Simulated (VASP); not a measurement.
Data:

```yaml
crystal:
  lattice:
    - [4.20140, 0.00000, 0.00000]
    - [0.00000, 4.20140, 0.00000]
    - [0.00000, 0.00000, 4.20140]
  atoms:
    - { symbol: Tl, position: [0.00000, 0.00000, 0.00000] }
    - { symbol: Br, position: [0.50000, 0.50000, 0.50000] }
```

These are RPBE GGA, VASP's PBE PAW potentials (set 64) (plane waves; VASP) values and carry that method's errors. Run with 520 eV cut-off, Gaussian smearing of 0.050 eV, potentials Tl_d Br.

Unless said otherwise, spin-orbit coupling is left out, though it shifts the bands of the heavy elements here.

**Question.** Give the energies of bands 7 to 13 at the high-symmetry points, in eV from the valence-band maximum.

**Answer.** 
```tsv
band	Γ	X	M	R
7	-4.26	-4.66	-3.50	-2.85
8	-0.66	-0.32	-1.88	-1.17
9	-0.66	-0.32	-1.88	-1.17
10	-0.66	0.00	-0.24	-1.17
11	6.75	2.39	4.79	2.84
12	6.75	5.82	4.79	2.84
13	6.75	5.82	6.95	2.84
```

The gap is direct, 2.39 eV, from the valence maximum at X to the conduction minimum at X.

The compound is TlBr in the CsCl type structure. It was relaxed first, which changed the volume by +17 %.
